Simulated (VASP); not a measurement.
## The Sommerfeld expansion tested on Ag

Wanted: TS, pressure and Fermi level of Ag against the smearing width, on one dense mesh.

Method: PBEsol; plane waves and PAW (Ag), in the first sound run; inputs show where later runs differ, in VASP 6.6.1.

## 1. Set-up

It takes space group Fm-3m (No. 225, cubic). Conventional cell: a = 4.090 Å, b = 4.090 Å, c = 4.090 Å, α = 90.00°, β = 90.00°, γ = 90.00°. Nearest to Ag lie 12 Ag at 2.89 Å.

Structure file:

```cif
data_structure
_symmetry_space_group_name_H-M 'Fm-3m'
_symmetry_Int_Tables_number 225
_cell_length_a 4.0900
_cell_length_b 4.0900
_cell_length_c 4.0900
_cell_angle_alpha 90.000
_cell_angle_beta 90.000
_cell_angle_gamma 90.000
_cell_volume 68.42
loop_
_atom_site_label
_atom_site_type_symbol
_atom_site_symmetry_multiplicity
_atom_site_Wyckoff_symbol
_atom_site_fract_x
_atom_site_fract_y
_atom_site_fract_z
_atom_site_occupancy
Ag1 Ag 4 a 0.00000 0.00000 0.00000 1
```

## 2. Relax the crystal, PBEsol

The cell is relaxed and then held.

This step took 2 runs in a row; the last is shown.

Level: PBEsol; plane waves and PAW (Ag).

File INCAR:

```
SYSTEM = Ag
PREC = Accurate
ENCUT = 450
EDIFF = 1E-07
NELM = 120
ISMEAR = 1
SIGMA = 0.15
LREAL = .FALSE.
ALGO = Normal
GGA = PS
NBANDS = 11
LASPH = .TRUE.
LORBIT = 11
LWAVE = .FALSE.
LCHARG = .FALSE.
KPAR = 8
IBRION = 2
NSW = 40
ISIF = 3
EDIFFG = -0.005
POTIM = 0.4
```

File POSCAR:

```
Ag
1.0
    0.0000000000      2.0265043511      2.0265043511
    2.0265043511      0.0000000000      2.0265043511
    2.0265043511      2.0265043511      0.0000000000
Ag
1
Direct
    0.0000000000      0.0000000000      0.0000000000
```

File KPOINTS:

```
Automatic mesh
0
Gamma
18 18 18
0 0 0
```

PAW data sets: Ag (PBE family, release 64).

The run is started by

```sh
mpirun -np 8 vasp_std
```

Output:

```text
[banner, memory and clock lines left out]
running    8 mpi-ranks, on    1 nodes
[...]
|                                                                             |
|           W    W    AA    RRRRR   N    N  II  N    N   GGGG   !!!           |
|           W    W   A  A   R    R  NN   N  II  NN   N  G    G  !!!           |
|           W    W  A    A  R    R  N N  N  II  N N  N  G       !!!           |
|           W WW W  AAAAAA  RRRRR   N  N N  II  N  N N  G  GGG   !            |
|           WW  WW  A    A  R   R   N   NN  II  N   NN  G    G                |
|           W    W  A    A  R    R  N    N  II  N    N   GGGG   !!!           |
|                                                                             |
|     For optimal performance we recommend to set                             |
|       NCORE = 2 up to number-of-cores-per-socket                            |
|     NCORE specifies how many cores store one orbital (NPAR=cpu/NCORE).      |
|     This setting can greatly improve the performance of VASP for DFT.       |
[...]
|     You enforced a specific xc type in the INCAR file but a different       |
|     [... a line on the potential file left out ...]
|     I HOPE YOU KNOW WHAT YOU ARE DOING!                                     |
|                                                                             |

 LDA part: xc-table for (Slater+PW92), standard interpolation
 POSCAR, INCAR and KPOINTS ok, starting setup
[...]
entering main loop
       N       E                     dE             d eps       ncg     rms          rms(c)
DAV:   1     0.449207469829E+02    0.44921E+02   -0.51146E+03  4386   0.800E+02
DAV:   2    -0.305213570809E+01   -0.47973E+02   -0.45597E+02  4782   0.187E+02
DAV:   3    -0.366680240179E+01   -0.61467E+00   -0.61411E+00  4857   0.231E+01
DAV:   4    -0.366857074986E+01   -0.17683E-02   -0.17682E-02  4728   0.128E+00
[...]
DAV:  10    -0.331153620322E+01   -0.19841E-05   -0.25269E-06  4769   0.136E-02    0.423E-03
DAV:  11    -0.331153607175E+01    0.13147E-06   -0.85708E-08  2988   0.265E-03    0.557E-04
DAV:  12    -0.331153604400E+01    0.27752E-07   -0.72748E-09  2442   0.769E-04
   1 F= -.33115360E+01 E0= -.33115989E+01  d E =-.331154E+01
[...]
reached required accuracy - stopping structural energy minimisation
```

It took 4 s on 8 MPI ranks of AMD EPYC 7R43, shared host; peak memory 0.85 GiB; 28 s of CPU time.

The logs omit lines about the potential files and the build; timing stands in the text.

Parts of OUTCAR (step 2):

```text
  Total       -0.0006923     -0.0006923     -0.0006923     -0.0000000     -0.0000000      0.0000000
  in kB       -0.0666443     -0.0666443     -0.0666443     -0.0000000     -0.0000000      0.0000000
  external PRESSURE =      -0.0666443 kB  Pullay stress =       0.0000000 kB

 POSITION                                       TOTAL-FORCE (eV/Angst)
 -----------------------------------------------------------------------------------
      0.00000      0.00000      0.00000         0.000000      0.000000      0.000000
 -----------------------------------------------------------------------------------
    total drift:                               -0.000000     -0.000000     -0.000000

  FREE ENERGIE OF THE ION-ELECTRON SYSTEM (eV)
  ---------------------------------------------------
  free  energy   TOTEN  =        -3.3115360440 eV

  energy  without entropy=       -3.3117246658  energy(sigma->0) =       -3.31159892

 reached required accuracy - stopping structural energy minimisation

[... 3 further parts left out ...]
[key lines of the parts left out:]
E-fermi :   8.5235
```

Read from the output:

| Property | Result |
| --- | --- |
| energy(sigma→0) of the program | -3.3116 eV |
| stress, compression positive | xx, yy, zz -0.01, -0.01, -0.01 GPa |
| volume | 16.645 Å³ |
| ionic steps | 1 |

## 3. Tetrahedra, PBEsol

Tetrahedra give the density of states at the Fermi level without smearing.

Level: PBEsol; plane waves and PAW (Ag).

File INCAR:

```
SYSTEM = Ag
PREC = Accurate
ENCUT = 450
EDIFF = 1E-08
NELM = 100
ISMEAR = -5
SIGMA = 0.15
LREAL = .FALSE.
ALGO = Normal
GGA = PS
NBANDS = 13
LASPH = .TRUE.
LORBIT = 11
LWAVE = .FALSE.
LCHARG = .FALSE.
KPAR = 2
ISIF = 2
NEDOS = 3001
```

POSCAR is that of step 2.

File KPOINTS:

```
Automatic mesh
0
Gamma
32 32 32
0 0 0
```

The run is started by

```sh
mpirun -np 2 vasp_std
```

Output:

```text
[banner, memory and clock lines left out]
running    2 mpi-ranks, on    1 nodes
[...]
[... a notice as in an earlier step ...]

 LDA part: xc-table for (Slater+PW92), standard interpolation
 POSCAR, INCAR and KPOINTS ok, starting setup
[...]
entering main loop
       N       E                     dE             d eps       ncg     rms          rms(c)
DAV:   1     0.487846286246E+02    0.48785E+02   -0.49297E+03 23700   0.679E+02
DAV:   2    -0.284936903892E+01   -0.51634E+02   -0.49027E+02 28547   0.177E+02
DAV:   3    -0.366658556116E+01   -0.81722E+00   -0.81682E+00 27777   0.231E+01
DAV:   4    -0.366903609439E+01   -0.24505E-02   -0.24503E-02 27792   0.133E+00
[...]
DAV:  11    -0.330919138478E+01    0.13161E-06   -0.84137E-08 27385   0.218E-03    0.640E-04
DAV:  12    -0.330919136150E+01    0.23285E-07   -0.16149E-09 16786   0.342E-04    0.531E-05
DAV:  13    -0.330919136266E+01   -0.11623E-08   -0.62517E-11 13496   0.745E-05
   1 F= -.33091914E+01 E0= -.33091914E+01  d E =0.000000E+00
|                                                                             |
|           W    W    AA    RRRRR   N    N  II  N    N   GGGG   !!!           |
|           W    W   A  A   R    R  NN   N  II  NN   N  G    G  !!!           |
|           W    W  A    A  R    R  N N  N  II  N N  N  G       !!!           |
|           W WW W  AAAAAA  RRRRR   N  N N  II  N  N N  G  GGG   !            |
|           WW  WW  A    A  R   R   N   NN  II  N   NN  G    G                |
|           W    W  A    A  R    R  N    N  II  N    N   GGGG   !!!           |
|                                                                             |
|     Tetrahedron method does not include variations of the Fermi             |
|     occupations, so forces and stress will be inaccurate. We suggest        |
|     using a different smearing scheme ISMEAR = 1 or 2 for metals in         |
|     relaxations.                                                            |
|                                                                             |
```

The job ended after 53 s (2 MPI ranks; peak memory 0.45 GiB; 1.7 min of CPU time).

From OUTCAR (step 3):

```text
  Total       -0.0086256     -0.0086256     -0.0086256      0.0000000      0.0000000      0.0000000
  in kB       -0.8302806     -0.8302806     -0.8302806      0.0000000      0.0000000      0.0000000
  external PRESSURE =      -0.8302806 kB  Pullay stress =       0.0000000 kB

 POSITION                                       TOTAL-FORCE (eV/Angst)
 -----------------------------------------------------------------------------------
      0.00000      0.00000      0.00000         0.000000     -0.000000      0.000000
 -----------------------------------------------------------------------------------
    total drift:                               -0.000000     -0.000000     -0.000000

  FREE ENERGIE OF THE ION-ELECTRON SYSTEM (eV)
  ---------------------------------------------------
  free  energy   TOTEN  =        -3.3091913627 eV

  energy  without entropy=       -3.3091913627  energy(sigma->0) =       -3.30919136

[... 1 part as in an earlier step ...]

[... 2 further parts left out ...]
[key lines of the parts left out:]
E-fermi :   8.5922
```

Numbers from this step:

| Item | Value |
| --- | --- |
| energy(sigma→0) of the program | -3.3092 eV |

The run ends at a pressure of -0.08 GPa.

## 4. Electron temperature, PBEsol

One member in full: SIGMA = 0.1 eV.

Level: PBEsol; plane waves and PAW (Ag).

Changes to INCAR since step 3:

```diff
@@ -5,4 +5,4 @@
 NELM = 100
-ISMEAR = -5
-SIGMA = 0.15
+ISMEAR = -1
+SIGMA = 0.1
 LREAL = .FALSE.
@@ -17,2 +17 @@
 ISIF = 2
-NEDOS = 3001
```

POSCAR is that of step 3.

KPOINTS is that of step 3.

The run is started by

```sh
mpirun -np 2 vasp_std
```

Output:

```text
[... set-up lines as in an earlier step ...]
 entering main loop
       N       E                     dE             d eps       ncg     rms          rms(c)
DAV:   1     0.488197725331E+02    0.48820E+02   -0.49297E+03 23700   0.679E+02
DAV:   2    -0.285411873510E+01   -0.51674E+02   -0.48853E+02 28547   0.177E+02
DAV:   3    -0.367126378667E+01   -0.81715E+00   -0.81668E+00 27777   0.231E+01
DAV:   4    -0.367371390914E+01   -0.24501E-02   -0.24500E-02 27792   0.133E+00
[...]
DAV:  11    -0.331350053510E+01    0.13756E-06   -0.83688E-08 27385   0.217E-03    0.637E-04
DAV:  12    -0.331350051102E+01    0.24087E-07   -0.16081E-09 16786   0.342E-04    0.554E-05
DAV:  13    -0.331350051274E+01   -0.17264E-08   -0.63077E-11 13486   0.750E-05
   1 F= -.33135005E+01 E0= -.33091723E+01  d E =-.865647E-02
```

Elapsed: 50 s, on 2 MPI ranks; peak memory 0.42 GiB.

OUTCAR, selected parts (step 4):

```text
  LATTYP: Found a face centered cubic cell.
 ALAT       =     4.0530087022

 Subroutine GETGRP returns: Found 48 space group operations
 (whereof 48 operations were pure point group operations)

The static configuration has the point symmetry O_h .

 Found    897 irreducible k-points:

   dimension x,y,z NGX =    20 NGY =   20 NGZ =   20
   dimension x,y,z NGXF=    40 NGYF=   40 NGZF=   40

   ENCUT  =  450.0 eV  33.07 Ry    5.75 a.u.   4.96  4.96  4.96*2*pi/ulx,y,z

   NELECT =      11.0000    total number of electrons

 E-fermi :   8.5967

 k-point     1 :       0.0000    0.0000    0.0000
  band No.  band energies     occupation
    ...
      2       3.7097      2.00000
      3       3.7097      2.00000
      4       3.7097      2.00000
      5       4.8019      2.00000
      6       4.8019      2.00000
      7      24.6063      0.00000
      8      28.3217      0.00000
      9      28.3217      0.00000
     10      28.3217      0.00000
     11      33.2029      0.00000
    ...

 k-point     2 :       0.0312    0.0000    0.0000
  band No.  band energies     occupation
    ...
      2       3.7018      2.00000
      3       3.7188      2.00000
      4       3.7188      2.00000
      5       4.7981      2.00000
      6       4.7981      2.00000
      7      24.6192      0.00000
      8      28.0231      0.00000
      9      28.3376      0.00000
     10      28.3376      0.00000
     11      33.3683      0.00000
    ...

  Total       -0.0058812     -0.0058812     -0.0058812     -0.0000000      0.0000000      0.0000000
  in kB       -0.5661115     -0.5661115     -0.5661115     -0.0000000      0.0000000      0.0000000
  external PRESSURE =      -0.5661115 kB  Pullay stress =       0.0000000 kB

  FREE ENERGIE OF THE ION-ELECTRON SYSTEM (eV)
  ---------------------------------------------------
  free  energy   TOTEN  =        -3.3135005127 eV

  energy  without entropy=       -3.3048440414  energy(sigma->0) =       -3.30917228

 total charge
# of ion       s       p       d       tot
------------------------------------------
    1        0.425   0.319   9.146   9.889

[... 3 parts as in an earlier step ...]

[... 7 further parts left out ...]
```

Numbers from this step:

* energy(sigma→0) of the program: -3.3092 eV
* stress, compression positive: xx, yy, zz -0.06, -0.06, -0.06 GPa

The run ends at a pressure of -0.06 GPa.

## 5. All members

The other members went through these steps as far as the tables show, on the same mesh; 7 runs are not shown. The session took 0.25 core hours (wall time by ranks) on a shared machine.

```
width kT (eV)  temperature (K)  free energy less that of the narrowest width (meV/atom)  TS (meV/atom)  pressure (GPa)  shift of the Fermi level (eV)
        0.025              290                                                    0.000          0.573          -0.130                          0.000
        0.050              580                                                   -0.846          2.234          -0.100                         -0.013
        0.075              870                                                   -2.226          4.921          -0.077                         -0.023
        0.100             1160                                                   -4.127          8.656          -0.057                         -0.029
        0.150             1741                                                   -9.515         19.348          -0.013                         -0.036
        0.200             2321                                                        ?              ?           0.037                         -0.039
        0.300             3481                                                  -38.325         76.487           0.165                         -0.043
```

## 6. The Sommerfeld expansion

At low temperature TS = (π²/3) g (kT)², so TS, twice the difference of energy(sigma→0) and the free energy, over (π²/3)(kT)² is an effective density of states: 0.278, 0.272, 0.266, 0.263, 0.261, 0.258 states/eV/atom in the rows shown.

Fitting a parabola to the 6 known rows (σ: width in eV) gives g = 0.5034 σ² − 0.2297 σ + 0.2823 in states/eV/atom; the residuals are 0.0015 states/eV/atom r.m.s.

At σ = 0.2 this predicts 0.256 states/eV/atom.

## 7. Prediction against calculation

The calculation gives 0.260 states/eV/atom, so the prediction is 0.004 states/eV/atom too low.

The parabola in σ is an empirical guide, not the expansion itself. Tetrahedra give g = 0.265 states/eV/atom at the Fermi level, the limit that the series should reach at zero width.

## 8. What came out

```
density of states at the Fermi level, tetrahedra : 0.26 states/eV/atom
Sommerfeld coefficient from it                   : 0.62 mJ per mole of atoms and K²
pressure at the widest setting                   : 0.17 GPa
error of the predicted g                         : -0.004 states/eV/atom
```

**Reading.** Against the tetrahedron value, the effective density of states stands at +5 % at 0.025 eV, +3 % at 0.05 eV, -1 % at 0.1 eV, -2 % at 0.3 eV. The leading term holds within a tenth at the widest setting. The narrow rows do not close in on the tetrahedron value; no test of the mesh was run. The bare coefficient lacks the electron-phonon enhancement of measured heat capacities.

[Lines on the potential files, build, host, timing and source positions are cut from VASP's logs without a mark.]

[Logs are printed without paths, hosts, clocks, repeated set-up lines and the standing remarks that a program may print on its own settings, such as how far it seeks lower states.]

[Hosts, paths, dates, database ids (printed as entryN), source tags and the programs' standing remarks are cut or masked in the printed files.]
